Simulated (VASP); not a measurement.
Data:

```
CELL_PARAMETERS angstrom
     -3.05000     3.05000     3.05000
      3.05000    -3.05000     3.05000
      3.05000     3.05000    -3.05000
ATOMIC_POSITIONS crystal
  Cs 0.00000 0.00000 0.00000
```

Level of theory: PBE GGA with D4 dispersion, VASP's PBE PAW potentials (set 64) (plane waves; VASP). Run with 520 eV cut-off, 8×8×8 Γ-centred mesh, first-order Methfessel-Paxton smearing of 0.10 eV, potentials Cs_sv.

**Question.** The ions, cell shape and volume are relaxed. Give the cell that the relaxation ends in.

**Answer.** 
```
CELL_PARAMETERS angstrom
     -3.03694     3.03694     3.03694
      3.03694    -3.03694     3.03694
      3.03694     3.03694    -3.03694
ATOMIC_POSITIONS crystal
  Cs 0.00000 0.00000 0.00000
```
Space group Im-3m (229), at a tolerance of 0.03 Å.

**Question.** How do energy and volume change from the first to the last step?

**Answer.** The energy (σ→0) changes by -0.2 meV/atom and the volume by -1.3 %, in 3 ionic steps.

The compound is Cs in the bcc structure. This run relaxes it. Symmetry was kept, so distortions that lower it aren't found.
